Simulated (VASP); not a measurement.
Data:

```yaml
crystal:
  lattice:
    - [1.79103, -3.10215, 0.00000]
    - [1.79103, 3.10215, 0.00000]
    - [0.00000, 0.00000, 7.69818]
  atoms:
    - { symbol: Ti, position: [0.00000, 0.00000, 0.00000] }
    - { symbol: Se, position: [0.33333, 0.66667, 0.20163] }
    - { symbol: Se, position: [0.66667, 0.33333, 0.79837] }
```

Computed with RPBE GGA, VASP's PBE PAW potentials (set 64) (plane waves; VASP). Numerical set-up: 520 eV cut-off, 11×11×5 Γ-centred mesh, tetrahedra with Blöchl corrections, potentials Ti_sv Se.

Without a dispersion term in the relaxation, distances and binding between the weakly bound layers, chains or molecules are unreliable, and so is what depends on them.

### Question
What does the run give for the energy per atom (σ→0), band gap (on the k-mesh) with the smallest direct gap where there is one?

### Answer

| Property | Result |
|---|---|
| band gap (on the k-mesh) | none (metal, semimetal or under 0.01 eV) |
| energy per atom (σ→0) | -5.740 eV/atom |

Only differences to runs with the same potentials and settings are physical.

The compound is TiSe2 in the 1T layered structure. It was relaxed first, which changed the volume by +31 %.
